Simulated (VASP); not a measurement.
# HfO2: which input changes matter, part 3 of 3

Which changes to a sound input spoil a run on HfO2, which are harmless, and which give a warning? All runs use PBE. The start is a cell from a database of measured crystal structures.

VASP 6.6.1, plane waves and PAW; the level of theory is named at each step.

So far. Step 2 (Reference run): The pressure is -6.00 GPa and the largest force 0.000 eV/Å, so the cell is not at a minimum at these settings. Step 3 (Self-consistent run (PBE) with a changed input): Against the reference run the energy at zero smearing moves by -0.00 meV an atom and the pressure by +0.01 GPa.

## (8) Total energy, forces and stress (PBE) with a changed input

Level of this step: PBE; plane waves and PAW (Hf_pv, O) (VASP).

A single point gives energy, forces and stress at these settings. Some settings are moved from the usual, to see what they do.

The input, INCAR:

```
SYSTEM = HfO2
PREC = Medium
ENCUT = 400
EDIFF = 1E-06
NELM = 100
ISMEAR = -1
SIGMA = 0.05
LREAL = .FALSE.
ALGO = Normal
GGA = PE
NBANDS = 17
LASPH = .TRUE.
LORBIT = 11
LWAVE = .FALSE.
LCHARG = .FALSE.
KPAR = 4
ISIF = 2
NELECT = 21
```

The input, POSCAR:

```
HfO2
1.0
    0.0000000000      2.5575000000      2.5575000000
    2.5575000000      0.0000000000      2.5575000000
    2.5575000000      2.5575000000      0.0000000000
Hf O
1 2
Direct
    0.0000000000      0.0000000000      0.0000000000
    0.2500000000      0.2500000000      0.2500000000
    0.7500000000      0.7500000000      0.7500000000
```

The input, KPOINTS:

```
Automatic mesh
0
Gamma
9 9 9
0 0 0
```

Potentials, in the order of the species: Hf_pv and O (PBE family, release 64).

Command:

```sh
$ mpirun -np 4 vasp_std
```

What it wrote:

```text
[... set-up lines as in an earlier step ...]
 entering main loop
       N       E                     dE             d eps       ncg     rms          rms(c)
DAV:   1     0.621165119607E+02    0.62117E+02   -0.10101E+04  1198   0.964E+02
DAV:   2    -0.334241019477E+02   -0.95541E+02   -0.93694E+02  1574   0.252E+02
DAV:   3    -0.361376318596E+02   -0.27135E+01   -0.26868E+01  1357   0.382E+01
DAV:   4    -0.361538107503E+02   -0.16179E-01   -0.16174E-01  1619   0.331E+00
DAV:   5    -0.361539276408E+02   -0.11689E-03   -0.11688E-03  1393   0.249E-01BRMIX: very serious problems
 the old and the new charge density differ
 old charge density:    22.00000 new   20.99998
BRMIX: very serious problems
 the old and the new charge density differ
BRMIX: very serious problems
 the old and the new charge density differ
 old charge density:    22.00000 new   20.99998
 old charge density:    22.00000 new   20.99998
BRMIX: very serious problems
 the old and the new charge density differ
 old charge density:    22.00000 new   20.99998
    0.427E+01
DAV:   6    -0.335378903937E+02    0.26160E+01   -0.77037E+00  1227   0.209E+01    0.340E+01
DAV:   7    -0.334066742292E+02    0.13122E+00   -0.61270E-01  1307   0.597E+00    0.198E+01
DAV:   8    -0.333998040329E+02    0.68702E-02   -0.15629E-01  1314   0.331E+00    0.357E+00
DAV:   9    -0.333911909135E+02    0.86131E-02   -0.42969E-02  1252   0.146E+00    0.135E+00
DAV:  10    -0.333906700977E+02    0.52082E-03   -0.46066E-03  1274   0.496E-01    0.440E-02
DAV:  11    -0.333906597649E+02    0.10333E-04   -0.25853E-04  1491   0.127E-01    0.131E-01
DAV:  12    -0.333906627895E+02   -0.30246E-05   -0.19124E-05  1420   0.308E-02    0.409E-02
DAV:  13    -0.333906642116E+02   -0.14221E-05   -0.13360E-06  1185   0.956E-03    0.137E-03
DAV:  14    -0.333906642878E+02   -0.76213E-07   -0.21208E-07   824   0.309E-03
   1 F= -.33390664E+02 E0= -.33374407E+02  d E =-.325155E-01
```

Elapsed: 2.4 s, on 4 MPI ranks of Intel Xeon 6975P-C (Granite Rapids), shared host; peak memory 0.44 GiB.

From OUTCAR (step 8):

```text
NELECT = 21

   ENCUT  =  400.0 eV  29.40 Ry    5.42 a.u.   5.90  5.90  5.90*2*pi/ulx,y,z

 E-fermi :   2.5104

 k-point     1 :       0.0000    0.0000    0.0000
  band No.  band energies     occupation
    ...
      4     -15.1093      2.00000
      5     -12.4511      2.00000
      6      -1.5187      2.00000
      7      -1.5181      2.00000
      8      -1.5181      2.00000
      9       2.6987      0.04522
     10       2.6999      0.04415
     11       2.6999      0.04415
     12       8.2268      0.00000
     13       8.2268      0.00000
    ...

  Total      -10.3417179    -10.3417179    -10.3417179      0.0000000     -0.0000000      0.0000000
  in kB     -495.2521228   -495.2521228   -495.2521228      0.0000000     -0.0000000      0.0000000
  external PRESSURE =    -495.2521228 kB  Pullay stress =       0.0000000 kB

 POSITION                                       TOTAL-FORCE (eV/Angst)
 -----------------------------------------------------------------------------------
      0.00000      0.00000      0.00000        -0.000000      0.000000      0.000000
      1.27875      1.27875      1.27875         0.000000      0.000000     -0.000000
      3.83625      3.83625      3.83625        -0.000000     -0.000000      0.000000
 -----------------------------------------------------------------------------------
    total drift:                                0.000000      0.000000     -0.000000

  FREE ENERGIE OF THE ION-ELECTRON SYSTEM (eV)
  ---------------------------------------------------
  free  energy   TOTEN  =       -33.3906642878 eV

  energy  without entropy=      -33.3581487391  energy(sigma->0) =      -33.37440651

[... 5 parts as in an earlier step ...]

[... 11 further parts left out ...]
```

The run converged; its settings lie outside those of the reference runs, so its numbers are set aside.

Settings moved from the usual: ENCUT = 400, PREC = Medium and NELECT = 21.0.

NELECT differs from the neutral count, so the cell is charged against a uniform background: another system, not a numerical setting. The cutoff falls from 520 to 400 eV, which shrinks the basis; the stress suffers most (Pulay stress), and PAW energies need not rise evenly as the basis shrinks. PREC = Medium changes the FFT grids.

## (9) Full relaxation (PBE)

Properties are meant for the cell that this level of theory prefers, so cell and atoms are relaxed first (ISIF = 3) until forces and stress are small; EDIFFG sets the threshold.

Changes to INCAR since step 8:

```diff
@@ -1,4 +1,4 @@
 SYSTEM = HfO2
-PREC = Medium
-ENCUT = 400
+PREC = Accurate
+ENCUT = 520
 EDIFF = 1E-06
@@ -16,3 +16,5 @@
 KPAR = 4
-ISIF = 2
-NELECT = 21
+IBRION = 2
+NSW = 60
+ISIF = 3
+EDIFFG = -0.01
```

POSCAR is that of step 8.

KPOINTS is that of step 8.

Command:

```sh
$ mpirun -np 4 vasp_std
```

What it wrote:

```text
[... set-up lines as in an earlier step ...]
 entering main loop
       N       E                     dE             d eps       ncg     rms          rms(c)
[... 14 cycles as in an earlier step ...]
   1 F= -.30233561E+02 E0= -.30233561E+02  d E =-.302336E+02
 curvature:   0.00 expect dE= 0.000E+00 dE for cont linesearch  0.000E+00
 trial: gam= 0.00000 g(F)=  0.538E-48 g(S)=  0.758E-01 ort = 0.000E+00 (trialstep = 0.100E+01)
 search vector abs. value=  0.758E-01
 bond charge predicted
       N       E                     dE             d eps       ncg     rms          rms(c)
DAV:   1    -0.306165320322E+02   -0.38297E+00   -0.98632E+00  1240   0.277E+01    0.972E+00
DAV:   2    -0.302786897504E+02    0.33784E+00   -0.13255E+00  1215   0.822E+00    0.309E+00
DAV:   3    -0.302270583665E+02    0.51631E-01   -0.66991E-02  1252   0.225E+00    0.191E+00
DAV:   4    -0.302154842458E+02    0.11574E-01   -0.39572E-02  1293   0.157E+00    0.145E+00
DAV:   5    -0.302159432646E+02   -0.45902E-03   -0.10687E-03  1459   0.263E-01    0.233E+00
DAV:   6    -0.302153718570E+02    0.57141E-03   -0.18642E-03  1348   0.293E-01    0.821E-02
DAV:   7    -0.302153728804E+02   -0.10233E-05   -0.66687E-05  1421   0.707E-02    0.666E-02
DAV:   8    -0.302153744999E+02   -0.16196E-05   -0.76761E-07  1187   0.691E-03    0.428E-02
DAV:   9    -0.302153732529E+02    0.12470E-05   -0.72726E-06  1241   0.221E-02    0.259E-02
DAV:  10    -0.302153730980E+02    0.15497E-06   -0.17178E-07   616   0.355E-03
   2 F= -.30215373E+02 E0= -.30215373E+02  d E =0.181877E-01
 trial-energy change:    0.018188  1 .order    0.020128   -0.075766    0.116021
 step:   0.4097(harm=  0.3951)  dis= 0.00000  next Energy=   -30.249216 (dE=-0.157E-01)
 bond charge predicted
       N       E                     dE             d eps       ncg     rms          rms(c)
DAV:   1    -0.303887608959E+02   -0.17339E+00   -0.34003E+00  1224   0.161E+01    0.595E+00
DAV:   2    -0.302724904877E+02    0.11627E+00   -0.48953E-01  1199   0.498E+00    0.186E+00
DAV:   3    -0.302538894325E+02    0.18601E-01   -0.27957E-02  1236   0.134E+00    0.118E+00
DAV:   4    -0.302495006955E+02    0.43887E-02   -0.15104E-02  1290   0.957E-01    0.837E-01
DAV:   5    -0.302496118543E+02   -0.11116E-03   -0.29726E-04  1489   0.139E-01    0.122E+00
DAV:   6    -0.302494357733E+02    0.17608E-03   -0.46264E-04  1392   0.151E-01    0.624E-02
DAV:   7    -0.302494354575E+02    0.31572E-06   -0.16204E-05  1393   0.341E-02    0.479E-02
DAV:   8    -0.302494340649E+02    0.13926E-05   -0.55855E-07   977   0.639E-03    0.130E-02
DAV:   9    -0.302494339497E+02    0.11526E-06   -0.14695E-06   914   0.102E-02
   3 F= -.30249434E+02 E0= -.30249434E+02  d E =-.158732E-01
 curvature:  -0.20 expect dE=-0.818E-06 dE for cont linesearch -0.818E-06
 trial: gam=-0.00734 g(F)=  0.923E-48 g(S)=  0.414E-05 ort = 0.560E-03 (trialstep = 0.882E+00)
 search vector abs. value=  0.327E-09
 reached required accuracy - stopping structural energy minimisation
```

It took 9.4 s on 4 MPI ranks; peak memory 0.68 GiB; 35 s of CPU time.

Parts of OUTCAR (step 9):

```text
   NELECT =      22.0000    total number of electrons

 E-fermi :   5.3134

 k-point     1 :       0.0000    0.0000    0.0000
  band No.  band energies     occupation
    ...
      7      -1.0672      2.00000
      8      -1.0672      2.00000
      9       3.6590      2.00000
     10       3.6590      2.00000
     11       3.6590      2.00000
     12       8.1421      0.00000
     13       8.1421      0.00000
     14      10.0890      0.00000
     15      14.6668      0.00000
     16      14.6668      0.00000
    ...

  Total       -0.0092682     -0.0092682     -0.0092682      0.0000000      0.0000000      0.0000000
  in kB       -0.4550212     -0.4550212     -0.4550212      0.0000000      0.0000000      0.0000000
  external PRESSURE =      -0.4550212 kB  Pullay stress =       0.0000000 kB

 POSITION                                       TOTAL-FORCE (eV/Angst)
 -----------------------------------------------------------------------------------
      0.00000      0.00000      0.00000         0.000000      0.000000     -0.000000
      1.26819      1.26819      1.26819        -0.000000     -0.000000     -0.000000
      3.80457      3.80457      3.80457         0.000000      0.000000      0.000000
 -----------------------------------------------------------------------------------
    total drift:                                0.000000      0.000000      0.000000

  FREE ENERGIE OF THE ION-ELECTRON SYSTEM (eV)
  ---------------------------------------------------
  free  energy   TOTEN  =       -30.2494339497 eV

  energy  without entropy=      -30.2494339497  energy(sigma->0) =      -30.24943395

[... 8 parts as in an earlier step ...]

[... 10 further parts left out ...]
```

CONTCAR:

```
HfO2
   1.00000000000000
    -0.0000000000000000    2.5363824776550614    2.5363824776550614
     2.5363824776550614    0.0000000000000000    2.5363824776550614
     2.5363824776550614    2.5363824776550614   -0.0000000000000000
  Hf              O
     1     2
Direct
     0.0000000000000000    0.0000000000000000    0.0000000000000000
     0.2500000000000000    0.2500000000000000    0.2500000000000000
     0.7500000000000000    0.7500000000000000    0.7500000000000000
```

The run keeps the 48 symmetry operations of its start, so it cannot find a distortion of lower symmetry.

The steps of the relaxation:

| step | energy less that of the first step (eV) | largest force (eV/Å) | pressure (GPa) | volume (Å³) |
| --- | --- | --- | --- | --- |
| 1 | 0.0000 | 0.0000 | -6.00 | 33.46 |
| 2 | 0.0182 | 0.0000 | 9.77 | 31.47 |
| 3 | -0.0159 | 0.0000 | -0.05 | 32.63 |

| conventional cell, symmetrised | before | after | change |
| --- | --- | --- | --- |
| a (Å) | 5.115 | 5.073 | -0.8 % |
| b (Å) | 5.115 | 5.073 | -0.8 % |
| c (Å) | 5.115 | 5.073 | -0.8 % |
| volume (Å³/atom) | 11.15 | 10.88 | -2.5 % |

The relaxed structure:

```xyz
3
Lattice="0.0000 2.5364 2.5364 2.5364 0.0000 2.5364 2.5364 2.5364 0.0000" Properties=species:S:1:pos:R:3 pbc="T T T"
Hf    0.0000    0.0000    0.0000
O     1.2682    1.2682    1.2682
O     3.8046    3.8046    3.8046
```

This step gave:

- bands: 17
- irreducible k-points: 35
- free energy (TOTEN): -30.25 eV
- Fermi energy: 5.313 eV
- pressure: -0.04550 GPa
- valence top at k: -0.4444, 0.4444, 0
- conduction bottom at k: 0.4444, 0.4444, 0
- least direct gap at k: -0.4444, 0.4444, 0
- SCF cycles over all ionic steps: 33
- gap on the k-mesh: 3.908 eV
- least direct gap on the k-mesh: 4.023 eV

It ends with forces that vanish by symmetry and a pressure of -0.05 GPa.

## (10) Side by side

```
                                  changed           job                                ended  energy (meV/atom)  pressure (GPa)  volume (%)
                   k = 7×7×7, NBANDS = 13  single point                            converged              -0.00           +0.01           -
              ISPIN = 2, MAGMOM = 1.0 1.0  single point                              refused                  -               -           -
             EDIFF = 1e-08, PREC = Medium  single point                            converged              -0.14           +0.02           -
  ISMEAR = -4, SIGMA = 0.1, NELECT = 23.0    relaxation  converged, with a warning or advice                  -               -       +28.7
                  POTIM = 2.0, IBRION = 3    relaxation                              crashed                  -               -           -
ENCUT = 400, PREC = Medium, NELECT = 21.0  single point  converged, with a warning or advice                  -               -           -
```

## (11) Summary of results

```json
{
  "k = 7×7×7, NBANDS = 13 (single point)": "converged, -0.00 meV/atom",
  "ISPIN = 2, MAGMOM = 1.0 1.0 (single point)": "refused",
  "EDIFF = 1e-08, PREC = Medium (single point)": "converged, -0.14 meV/atom",
  "ISMEAR = -4, SIGMA = 0.1, NELECT = 23.0 (relaxation)": "converged, with a warning or advice, volume +28.7 %",
  "POTIM = 2.0, IBRION = 3 (relaxation)": "crashed",
  "ENCUT = 400, PREC = Medium, NELECT = 21.0 (single point)": "converged, with a warning or advice"
}
```

In words: Changes that show themselves, by a stop, a warning or no convergence: ISPIN = 2, MAGMOM = 1.0 1.0; ISMEAR = -4, SIGMA = 0.1, NELECT = 23.0; POTIM = 2.0, IBRION = 3; ENCUT = 400, PREC = Medium, NELECT = 21.0 (where several settings stand together, the step names the one at fault, if it is known). Changes with no effect beyond 1 meV an atom and 0.1 GPa here: k = 7×7×7, NBANDS = 13; EDIFF = 1e-08, PREC = Medium. Differences of single points are from the reference run, and of volumes from the sound relaxation.

[Lines on the potential files, build, host, timing and source positions are cut from VASP's logs without a mark.]

[Logs are printed without paths, hosts, clocks, repeated set-up lines and the standing remarks that a program may print on its own settings, such as how far it seeks lower states.]

[Hosts, paths, dates, database ids (printed as entryN), source tags and the programs' standing remarks are cut or masked in the printed files.]

[A measured line is paired with the nearest computed mode of its activity, which favours agreement.]

[In band tables of VASP the shares of atoms and orbitals are scaled to a sum of 1 inside the atoms' spheres.]
